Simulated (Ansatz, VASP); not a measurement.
**Cross-check of InSb2As (CuAu-ordered zincblende type (invented)) between VASP and Ansatz**

Aim: how closely do two programs agree when they are given the same cell, functional and k mesh? The cell is generated by rule, not measured, and may not be a known phase. The cell is taken from a series of runs on this material, whose earlier steps may have relaxed, scaled, displaced or heated it; both programs get it as it stands.

Program: Ansatz 0.2.0. Level of theory: plane waves, with VASP 6.6.1 beside it; relaxation of cell and atoms at PBEsol. Results are calculated unless marked as measured.

### Step 1. Set-up

It takes space group P-4m2 (No. 115, tetragonal). The conventional cell has a = 4.450 Å, b = 4.450 Å, c = 6.293 Å, α = 90.00°, β = 90.00°, γ = 90.00°. In has 4 Sb at 2.73 Å nearest. Nearest to As lie 4 Sb at 2.73 Å. Nearest to Sb lie 2 In at 2.73 Å and 2 As at 2.73 Å. Farther neighbours are not listed.

### Step 2. VASP: relaxation of cell and atoms, PBEsol

The relaxed volume is the usual yardstick between codes: in a stiff, nearly cubic crystal its relative difference is about their pressure difference at one cell divided by the bulk modulus.

Lines of VASP's logs that name or quote its potential files are left out, and so is its time.

File INCAR:

```
SYSTEM = InSb2As
PREC = Accurate
ENCUT = 500
EDIFF = 1E-07
NELM = 120
ISMEAR = 0
SIGMA = 0.1
LREAL = .FALSE.
ALGO = Normal
GGA = PS
NBANDS = 20
LORBIT = 11
LWAVE = .FALSE.
LCHARG = .FALSE.
ISIF = 3
IBRION = 2
NSW = 80
EDIFFG = -0.005
LASPH = .TRUE.
GGA_COMPAT = .FALSE.
NELMIN = 4
KPAR = 2
```

File POSCAR:

```
InSb2As
1.0
    4.4499100000      0.0000000000      0.0000000000
    0.0000000000      4.4499100000      0.0000000000
    0.0000000000      0.0000000000      6.2931200000
In As Sb
1 1 2
Direct
    0.0000000000      0.0000000000      0.0000000000
    0.5000000000      0.5000000000      0.5000000000
    0.0000000000      0.5000000000      0.2500000000
    0.5000000000      0.0000000000      0.7500000000
```

File KPOINTS:

```
Automatic mesh
0
Gamma
10 10 8
0 0 0
```

PAW data sets: In_d, As and Sb (PBE family, release 64).

On the command line:

```
> mpirun -np 2 vasp_std
```

Numbers of over 12 decimals in the logs are rounded to 6 here.

Output:

```text
[banner, memory and clock lines left out]
running    2 mpi-ranks, on    1 nodes
 distrk:  each k-point on    1 cores,    2 groups
 distr:  one band on    1 cores,    1 groups

 POSCAR found type information on POSCAR InAsSb
 POSCAR found :  3 types and       4 ions
|                                                                             |
|               ----> ADVICE to this user running VASP <----                  |
|                                                                             |
|     You enforced a specific xc type in the INCAR file but a different       |
|     [... a line on the potential file left out ...]
|     I HOPE YOU KNOW WHAT YOU ARE DOING!                                     |
|                                                                             |

 LDA part: xc-table for (Slater+PW92), standard interpolation
 POSCAR, INCAR and KPOINTS ok, starting setup
 FFT: planning ... GRIDC
 FFT: planning ... GRID_SOFT
 FFT: planning ... GRID
 WAVECAR not read
 entering main loop
       N       E                     dE             d eps       ncg     rms          rms(c)
DAV:   1     0.190504792812E+03    0.19050E+03   -0.10977E+04  4200   0.124E+03
DAV:   2     0.204672604378E+01   -0.18846E+03   -0.18294E+03  4572   0.293E+02
DAV:   3    -0.157209777135E+02   -0.17768E+02   -0.17127E+02  5532   0.952E+01
DAV:   4    -0.163521545641E+02   -0.63118E+00   -0.62641E+00  5004   0.190E+01
DAV:   5    -0.163772095001E+02   -0.25055E-01   -0.25047E-01  6236   0.393E+00    0.587E+00
DAV:   6    -0.162463629929E+02    0.13085E+00   -0.16055E-01  5748   0.645E+00    0.340E+00
DAV:   7    -0.162004266084E+02    0.45936E-01   -0.11940E-01  5444   0.342E+00    0.510E-01
DAV:   8    -0.161998292145E+02    0.59739E-03   -0.10156E-02  5732   0.129E+00    0.280E-01
DAV:   9    -0.162000321306E+02   -0.20292E-03   -0.10994E-03  4596   0.213E-01    0.406E-02
DAV:  10    -0.162000166424E+02    0.15488E-04   -0.77398E-05  5148   0.815E-02    0.211E-02
DAV:  11    -0.162000281856E+02   -0.11543E-04   -0.20792E-05  4608   0.300E-02    0.396E-03
DAV:  12    -0.162000288087E+02   -0.62319E-06   -0.18011E-06  6132   0.160E-02    0.220E-03
DAV:  13    -0.162000287529E+02    0.55802E-07   -0.30567E-07  4560   0.403E-03
   1 F= -.16200029E+02 E0= -.16196887E+02  d E =-.162000E+02
[... from here on, the cycles between the ionic steps are left out ...]
   2 F= -.16357244E+02 E0= -.16353939E+02  d E =-.157215E+00
   9 F= -.16645363E+02 E0= -.16643317E+02  d E =-.270384E+00
  10 F= -.16636147E+02 E0= -.16634712E+02  d E =0.921599E-02
  11 F= -.16654599E+02 E0= -.16652819E+02  d E =-.923595E-02
  12 F= -.16658735E+02 E0= -.16656819E+02  d E =-.413566E-02
  13 F= -.16659619E+02 E0= -.16657589E+02  d E =-.501953E-02
  14 F= -.16659617E+02 E0= -.16657594E+02  d E =-.501818E-02
  15 F= -.16659644E+02 E0= -.16657607E+02  d E =-.267567E-04
  16 F= -.16659645E+02 E0= -.16657609E+02  d E =-.272550E-04
  17 F= -.16659669E+02 E0= -.16657640E+02  d E =-.244398E-04
 trial-energy change:   -0.000024  1 .order   -0.000023   -0.000030   -0.000017
 step:   1.4570(harm=  2.0095)  dis= 0.00069  next Energy=   -16.659675 (dE=-0.302E-04)
 bond charge predicted
       N       E                     dE             d eps       ncg     rms          rms(c)
DAV:   1    -0.166597305608E+02   -0.61654E-04   -0.18219E-03  5436   0.450E-01    0.410E-02
DAV:   2    -0.166596886672E+02    0.41894E-04   -0.95657E-05  5732   0.136E-01    0.189E-02
DAV:   3    -0.166596776133E+02    0.11054E-04   -0.28164E-05  5736   0.677E-02    0.749E-03
DAV:   4    -0.166596775830E+02    0.30287E-07   -0.17660E-06  5284   0.128E-02    0.334E-03
DAV:   5    -0.166596777109E+02   -0.12797E-06   -0.17634E-07  3368   0.444E-03    0.144E-03
DAV:   6    -0.166596777625E+02   -0.51563E-07   -0.48180E-08  2200   0.192E-03
  18 F= -.16659678E+02 E0= -.16657654E+02  d E =-.332351E-04
 curvature:  -1.63 expect dE=-0.446E-05 dE for cont linesearch -0.214E-05
 trial: gam=-0.15633 g(F)=  0.255E-06 g(S)=  0.249E-05 ort = 0.972E-05 (trialstep = 0.999E+00)
 search vector abs. value=  0.146E-05
 reached required accuracy - stopping structural energy minimisation
```

OUTCAR, selected parts (step 2):

```text
ion  position               nearest neighbor table
   1  0.000  0.000  0.000-   3 2.73   4 2.73   3 2.73   4 2.73
   2  0.500  0.500  0.500-   3 2.73   4 2.73   4 2.73   3 2.73
   3  0.000  0.500  0.250-   1 2.73   2 2.73   1 2.73   2 2.73
   4  0.500  0.000  0.750-   1 2.73   2 2.73   2 2.73   1 2.73

  LATTYP: Found a simple tetragonal cell.
 ALAT       =     4.4499100000
 C/A-ratio  =     1.4142128717

 Subroutine GETGRP returns: Found  8 space group operations
 (whereof  8 operations were pure point group operations)

The static configuration has the point symmetry D_2d.

 Found    105 irreducible k-points:

   k-points           NKPTS =    105   k-points in BZ     NKDIM =    105   number of bands    NBANDS=     20

   dimension x,y,z NGX =    32 NGY =   32 NGZ =   48
   dimension x,y,z NGXF=    64 NGYF=   64 NGZF=   96

   ENCUT  =  500.0 eV  36.75 Ry    6.06 a.u.   8.11  8.11 11.47*2*pi/ulx,y,z

   NELECT =      28.0000    total number of electrons

 k-points in reciprocal lattice and weights: Automatic mesh
   0.00000000  0.00000000  0.00000000       0.001
   0.10000000  0.00000000  0.00000000       0.005
   0.20000000  0.00000000  0.00000000       0.005
   0.30000000  0.00000000  0.00000000       0.005
   0.40000000  0.00000000  0.00000000       0.005
   0.50000000  0.00000000  0.00000000       0.003
   0.10000000  0.10000000  0.00000000       0.005
   0.20000000  0.10000000  0.00000000       0.010
   0.30000000  0.10000000  0.00000000       0.010
[...]
0.50000000  0.40000000  0.50000000       0.005
   0.50000000  0.50000000  0.50000000       0.001

 average (electrostatic) potential at core
       1 -96.1515       2 -49.6413       3 -87.4029       4 -87.4029

 E-fermi :   5.1720

 k-point     1 :       0.0000    0.0000    0.0000
  band No.  band energies     occupation
    ...
     12       3.9369      2.00000
     13       4.0296      2.00000
     14       4.0296      2.00000
     15       4.9550      1.99785
     16       5.2131      0.56134
     17       7.1441      0.00000
     18       7.5704      0.00000
     19       7.5704      0.00000
     20      10.0947      0.00000

 k-point     2 :       0.1000    0.0000    0.0000
  band No.  band energies     occupation
    ...
     11       2.2669      2.00000
     12       3.8652      2.00000
     13       3.9466      2.00000
     14       4.1628      2.00000
     15       4.9640      1.99673
     16       5.4104      0.00075
     17       7.2695      0.00000
     18       7.6255      0.00000
     19       7.6822      0.00000
     20      10.3681      0.00000

 k-point     3 :       0.2000    0.0000    0.0000
  band No.  band energies     occupation
    ...
     11       1.6503      2.00000
     12       3.7239      2.00000
     13       3.8061      2.00000
     14       4.3558      2.00000
     15       4.8638      1.99999
     16       6.0381      0.00000
     17       7.6493      0.00000
     18       7.7880      0.00000
     19       7.9426      0.00000
     20      10.4691      0.00000

  Total       -0.0036272     -0.0036272     -0.0134148      0.0000000      0.0000000      0.0000000
  in kB       -0.0463648     -0.0463648     -0.1714758      0.0000000      0.0000000      0.0000000
  external PRESSURE =      -0.0880685 kB  Pullay stress =       0.0000000 kB

  energy-cutoff  :      500.00
  volume of cell :      125.34
      direct lattice vectors                 reciprocal lattice vectors
     4.916445219  0.000000000 -0.000000000     0.203398992 -0.000000000  0.000000000
     0.000000000  4.916445219 -0.000000000     0.000000000  0.203398992  0.000000000
    -0.000000000 -0.000000000  5.185488584     0.000000000  0.000000000  0.192845859

 POSITION                                       TOTAL-FORCE (eV/Angst)
 -----------------------------------------------------------------------------------
      0.00000      0.00000     -0.00000        -0.000000      0.000000      0.000000
      2.45822      2.45822      2.59274        -0.000000     -0.000000      0.000000
     -0.00000      2.45822      1.47554         0.000000      0.000000     -0.001627
      2.45822     -0.00000      3.70995        -0.000000     -0.000000      0.001627
 -----------------------------------------------------------------------------------
    total drift:                               -0.000000      0.000000     -0.000000

  FREE ENERGIE OF THE ION-ELECTRON SYSTEM (eV)
  ---------------------------------------------------
  free  energy   TOTEN  =       -16.6596777625 eV

  energy  without entropy=      -16.6556294677  energy(sigma->0) =      -16.65765362

 reached required accuracy - stopping structural energy minimisation

 total charge
# of ion       s       p       d       tot
------------------------------------------
    1        0.884   0.650   9.862  11.396
    2        1.294   1.390   0.043   2.727
    3        1.178   1.215   0.034   2.427
    4        1.178   1.215   0.034   2.427
--------------------------------------------------
tot          4.534   4.470   9.972  18.976

[... 3 further parts left out ...]
```

CONTCAR:

```
InSb2As
   1.00000000000000
     4.9164452192970378    0.0000000000000000   -0.0000000000000000
     0.0000000000000000    4.9164452192970378   -0.0000000000000000
    -0.0000000000000000   -0.0000000000000000    5.1854885835259408
  In              As              Sb
     1     1     2
Direct
     0.0000000000000000    0.0000000000000000    0.0000000000000000
     0.5000000000000000    0.5000000000000000    0.5000000000000000
     0.0000000000000000    0.5000000000000000    0.2845517741717569
     0.5000000000000000    0.0000000000000000    0.7154482258282430
```

(Continued in part 2 of 2.)

[Lines on the potential files, build, host, timing and source positions are cut from VASP's logs without a mark.]

[Logs are printed without paths, hosts, clocks, repeated set-up lines and the standing remarks that a program may print on its own settings, such as how far it seeks lower states.]

[Hosts, paths, dates, database ids (printed as entryN), source tags and the programs' standing remarks are cut or masked in the printed files.]
